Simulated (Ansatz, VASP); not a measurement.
# Hf2S2N (Hf2NS2 MXene, 1 layer) in two plane-wave programs, part 2 of 2

One calculation is typed for both programs; each brings its own data sets. How far apart do they land? Of the first pair: The structure shown is the start of the Ansatz relaxation below; VASP solves that cell, so the two are compared at the walk's first step.

VASP 6.6.1 and Ansatz 0.2.0.

So far: Set-up; Ansatz: relaxation, PBE; VASP: single point, PBE, start cell, pair 1.

### Step 4. Comparison

Known differences besides the potentials themselves: the data sets hold 69 valence electrons in Ansatz (on its default PAW (the set named soft_2) files) and 37 in VASP; the cutoff is 420 eV in Ansatz and 520 eV in VASP. Total energies have different zeros and are not compared.

Forces (eV/Å; atoms numbered as in POSCAR):

| atom | Ansatz x, y, z | VASP x, y, z |
| --- | --- | --- |
| S1 | 0.000, 0.000, 2.202 | 0.000, 0.000, 2.256 |
| S2 | 0.000, 0.000, -2.202 | 0.000, 0.000, -2.256 |
| Hf3 | 0.000, 0.000, -2.460 | 0.000, 0.000, -2.404 |
| Hf4 | 0.000, 0.000, 2.460 | 0.000, 0.000, 2.404 |
| N5 | 0.000, 0.000, 0.000 | 0.000, 0.000, 0.000 |

The forces differ by 28 meV/Å r.m.s., which is 2.4 % of the r.m.s. force of 1.204 eV/Å (both taken over all components). With vacuum in the cell, a pressure given here is an average over mostly empty space and none of the material.

### Step 5. Ansatz: relaxation, PBE

This run makes the geometry at which the two programs are then compared.

The structure compared here is the end of the Ansatz relaxation.

The input, input.yaml:

```yaml
crystal:
  lattice:
    - [3.2175, 0.0, 0.0]
    - [-1.60875, 2.7864367367, 0.0]
    - [0.0, 0.0, 22.2484494502]
  atoms:
    - { symbol: S, position: [0.3333333333, 0.6666666667, 0.3595756198] }
    - { symbol: Hf, position: [0.6666666667, 0.3333333333, 0.4429380559] }
    - { symbol: "N", position: [0.0, 0.0, 0.5] }
    - { symbol: Hf, position: [0.3333333333, 0.6666666667, 0.5570619441] }
    - { symbol: S, position: [0.6666666667, 0.3333333333, 0.6404243802] }
kpoints:
  mp_grid: { grid: [12, 12, 1] }
hamiltonian:
  xc: pbe
scf:
  occupations: { method: fermi_dirac, width: 0.05 }
  convergence: { dr2_threshold: 1.0e-08 }
efield:
  axis: 3
  dipole_correction: true
  ramp_position: 0.97
  ramp_width: 0.04
relax:
  f_tol: 0.01
  cell: { fix: [c, alpha, beta] }
output:
  write_potential: true
  write_density: true
  volumetric_format: npy
```

Launch:

```bash
$ ansatz run input.yaml --threads 4 --pin off --max-ram 8192MiB --backend cpu --events-out ev --progress --plain --runs-dir out
```

Numbers of over 12 decimals in the logs are rounded to 6 here.

Log:

```text
[...]
Crystal: 5 atoms, lattice volume = 199.465 Å³
Basis set: ecut = 420 eV, 3975 PW (Γ), exchange–correlation on 48×48×300 points (8 copies of the dense FFT grid, shifted against one another)
[...]
- [3.411236, 0.0, 0]
    - [-1.705618, 2.954217, 0]
    - [0, 0, 22.2484494502]
  atoms:
    - { symbol: S, position: [0.333333, 0.666667, 0.372574] }
    - { symbol: Hf, position: [0.666667, 0.333333, 0.442466] }
    - { symbol: N, position: [0, 0, 0.500000] }
    - { symbol: Hf, position: [0.333333, 0.666667, 0.557534] }
    - { symbol: S, position: [0.666667, 0.333333, 0.627426] }
[key lines of the parts left out:]
SCF converged after 4 iterations
Free energy (F): -33638.539105 eV
Fermi energy:    2.000924 eV
Dipole field:    D = 0.000001 V/Å  (p = 0.000001 e·Å, saw-weighted, corrected)
Work function:   Φ+ = 5.5333 eV   Φ− = 5.5334 eV
P = ⅓ Tr σ = 0.0023 GPa (0.023 kbar)
```

### Step 6. VASP: single point, PBE, relaxed cell, pair 2

The same cell, functional, mesh and smearing now go to VASP, with its own data sets.

The input, INCAR:

```
SYSTEM = Hf2S2N
PREC = Accurate
ENCUT = 600
EDIFF = 1E-06
NELM = 120
ISMEAR = -1
SIGMA = 0.05
LREAL = .FALSE.
ALGO = Normal
GGA = PE
NBANDS = 24
LASPH = .TRUE.
LORBIT = 11
LWAVE = .FALSE.
LCHARG = .FALSE.
ISIF = 2
LDIPOL = .TRUE.
IDIPOL = 3
DIPOL = 0.5 0.5 0.5
LVHAR = .TRUE.
GGA_COMPAT = .FALSE.
NELMDL = -8
KPAR = 2
```

The input, POSCAR:

```
Hf2S2N
1.0
    3.4112359115      0.0000000000      0.0000000000
   -1.7056179558      2.9542169577      0.0000000000
    0.0000000000      0.0000000000     22.2484494502
S Hf N
2 2 1
Direct
    0.3333333333      0.6666666667      0.3725738462
    0.6666666667      0.3333333333      0.6274261538
    0.6666666667      0.3333333333      0.4424658642
    0.3333333333      0.6666666667      0.5575341358
    0.0000000000      0.0000000000      0.5000000000
```

The input, KPOINTS:

```
Automatic mesh
0
Gamma
12 12 1
0 0 0
```

The projector-augmented-wave data sets are S, Hf_pv and N (PBE family, release 64).

Launch:

```bash
$ mpirun -np 2 vasp_std
```

Log:

```text
[... set-up lines as in an earlier step ...]
 entering main loop
       N       E                     dE             d eps       ncg     rms          rms(c)
DAV:   1     0.234776314580E+03    0.23478E+03   -0.19262E+04  1080   0.139E+03
DAV:   2    -0.232175977287E+02   -0.25799E+03   -0.25254E+03  1232   0.285E+02
DAV:   3    -0.482136339467E+02   -0.24996E+02   -0.24738E+02  1208   0.789E+01
DAV:   4    -0.488956246524E+02   -0.68199E+00   -0.68031E+00  1208   0.146E+01
[...]
DAV:  23    -0.443111258491E+02   -0.47269E-05   -0.72685E-07   880   0.478E-03    0.266E-03
DAV:  24    -0.443111364374E+02   -0.10588E-04   -0.10418E-06   952   0.447E-03    0.290E-03
DAV:  25    -0.443111373334E+02   -0.89603E-06   -0.13241E-07   888   0.204E-03
   1 F= -.44311137E+02 E0= -.44303754E+02  d E =-.147663E-01
```

Parts of OUTCAR (step 6):

```text
  Total       -0.5277315     -0.5277315     -0.5142643      0.0000000      0.0000000      0.0000000
  in kB       -3.7711147     -3.7711147     -3.6748793      0.0000000      0.0000000      0.0000000
  external PRESSURE =      -3.7390362 kB  Pullay stress =       0.0000000 kB

 POSITION                                       TOTAL-FORCE (eV/Angst)
 -----------------------------------------------------------------------------------
     -0.00000      1.96948      8.28919        -0.000000     -0.000000      0.080730
      1.70562      0.98474     13.95926         0.000000      0.000000     -0.080730
      1.70562      0.98474      9.84418        -0.000000     -0.000000      0.006519
     -0.00000      1.96948     12.40427        -0.000000      0.000000     -0.006519
      0.00000      0.00000     11.12422        -0.000000      0.000000      0.000000
 -----------------------------------------------------------------------------------
    total drift:                                0.000000      0.000000      0.000000

  FREE ENERGIE OF THE ION-ELECTRON SYSTEM (eV)
  ---------------------------------------------------
  free  energy   TOTEN  =       -44.3111373334 eV

  energy  without entropy=      -44.2963710138  energy(sigma->0) =      -44.30375417

[... 1 part as in an earlier step ...]

[... 2 further parts left out ...]
[key lines of the parts left out:]
E-fermi :  -1.3116
```

### Step 7. Differences

What differs besides the data sets and the points named for the pairs above, as far as they apply: the data sets hold 69 valence electrons in Ansatz (on its default PAW (the set named soft_2) files) and 37 in VASP; the cutoff is 420 eV in Ansatz and 600 eV in VASP; Ansatz's pressure holds a Pulay correction, VASP's none. Total energies have different zeros and are not compared.

The two programs side by side:

| quantity | Ansatz | VASP | difference |
| --- | --- | --- | --- |
| pressure (GPa) | 0.00 | -0.37 | +0.38 |
| work function, lower of the two faces (eV) | 5.53 | 5.53 | 0.00 |
| work function, higher of the two faces (eV) | 5.53 | 5.53 | 0.00 |

Forces (eV/Å; atoms numbered as in POSCAR):

| atom | Ansatz x, y, z | VASP x, y, z |
| --- | --- | --- |
| S1 | 0.000, 0.000, 0.000 | 0.000, 0.000, 0.081 |
| S2 | 0.000, 0.000, 0.000 | 0.000, 0.000, -0.081 |
| Hf3 | 0.000, 0.000, 0.000 | 0.000, 0.000, 0.007 |
| Hf4 | 0.000, 0.000, 0.000 | 0.000, 0.000, -0.007 |
| N5 | 0.000, 0.000, 0.000 | 0.000, 0.000, 0.000 |

The forces differ by 30 meV/Å r.m.s., where the r.m.s. force is 0.000 eV/Å in Ansatz and 0.030 eV/Å in VASP: the atoms lie near their places of rest in Ansatz, so a percentage would say little (all taken over all components). With vacuum in the cell, a pressure given here is an average over mostly empty space and none of the material.

### Step 8. What the set-up changes

Further runs change the set-up of one program: Ansatz's method, potentials or start, or VASP's data sets, cutoff or form of LDA. The table gives Ansatz less VASP for each quantity, since a change that brings one quantity closer may part another.

| run | r.m.s. force difference (meV/Å) | pressure (GPa) | work function, lower of the two faces (eV) | work function, higher of the two faces (eV) |
| --- | --- | --- | --- | --- |
| as above | 30 | 0.38 | 0.0027 | 0.0028 |
| VASP with the data sets S, Hf_sv and N | 22 | 0.30 | 0.0014 | 0.0015 |

### Step 9. Summary of results

* r.m.s. force difference (single point, PBE, start cell, pair 1): 2.4 % of the r.m.s. force
* r.m.s. force difference (single point, PBE, relaxed cell, pair 2): 30 meV/Å

**Reading.** The r.m.s. force difference is 30 meV/Å (single point, PBE, relaxed cell, pair 2), beyond the 12 meV/Å picked in this series as the mark of a large difference. The data sets hold unlike numbers of valence electrons (69 in Ansatz and 37 in VASP), so part of the differences comes from the potentials. Single point, PBE, relaxed cell, pair 2, VASP with the data sets S, Hf_sv and N: r.m.s. force difference goes from 30 to 22 meV/Å; the difference in work function, lower of the two faces goes from 0.0027 to 0.0014 eV; the difference in work function, higher of the two faces goes from 0.0028 to 0.0015 eV. How closely two codes agree says nothing of how well the functional describes the real material.

[Lines on the potential files, build, host, timing and source positions are cut from VASP's logs without a mark.]

[Logs are printed without paths, hosts, clocks, repeated set-up lines and the standing remarks that a program may print on its own settings, such as how far it seeks lower states.]

[Hosts, paths, dates, database ids (printed as entryN), source tags and the programs' standing remarks are cut or masked in the printed files.]
